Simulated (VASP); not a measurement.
The input files of a VASP run:

**POSCAR**
```
BaHfO3
1
    4.1548964236    -0.0000000000     0.0000000000
   -0.0000000000     4.1548964236    -0.0000000000
   -0.0000000000    -0.0000000000     4.1548964236
Ba Hf O
1 1 3
Direct
  0.0000000000   0.0000000000   0.0000000000
  0.5000000000   0.5000000000   0.5000000000
  0.5000000000   0.0000000000   0.5000000000
  0.0000000000   0.5000000000   0.5000000000
  0.5000000000   0.5000000000   0.0000000000
```

**INCAR**
```
ALGO=Normal
EDIFF=1E-6
EDIFFG=-0.02
ENCUT=520
IBRION=2
ISIF=3
ISMEAR=0
LASPH=.TRUE.
LCHARG=.FALSE.
LMAXMIX=6
LMIXTAU=.TRUE.
LREAL=.FALSE.
LWAVE=.FALSE.
METAGGA=R2SCAN
NELM=100
NSW=60
PREC=Accurate
SIGMA=0.05
SYSTEM=BaHfO3
```

KPOINTS:
```
Automatic mesh
0
Gamma
5 5 5
0 0 0
```

POTCAR, in this order: Ba_sv Hf_pv O (PBE.64 set). Program: vasp_std.

**Question.** Write an equivalent input for Ansatz.

**Answer.** One equivalent input (not run):
Ansatz 0.2 input:
```yaml
crystal:
  lattice:
    - [4.1548964, 0.0000000, 0.0000000]
    - [0.0000000, 4.1548964, 0.0000000]
    - [0.0000000, 0.0000000, 4.1548964]
  atoms:
    - { symbol: Ba, position: [0.0000000, 0.0000000, 0.0000000] }
    - { symbol: Hf, position: [0.5000000, 0.5000000, 0.5000000] }
    - { symbol: O, position: [0.5000000, 0.0000000, 0.5000000] }
    - { symbol: O, position: [0.0000000, 0.5000000, 0.5000000] }
    - { symbol: O, position: [0.5000000, 0.5000000, 0.0000000] }
kpoints:
  mp_grid: { grid: [5, 5, 5] }
hamiltonian:
  xc: r2scan
  pseudopotentials: { kind: paw }
scf:
  occupations: { method: gaussian, width: 0.05 }
  max_iter: 100
relax:
  max_steps: 60
  f_tol: 0.02
  cell: {}
output: { forces: true, stress: true, eigenvalues: true }
```
The two are equivalent in intent, not identical: each code has its own PAW files, so the cut-off isn't converted (ENCUT is set for VASP's; basis.ecutwfc is left out, and Ansatz then takes the one that its files recommend); Ansatz stops its SCF on the density residual and VASP on the energy change (EDIFF).

The compound is BaHfO3 in the cubic perovskite structure. This run relaxes it. Symmetry was kept, so distortions that lower it aren't found. The start is the result of an earlier pass.
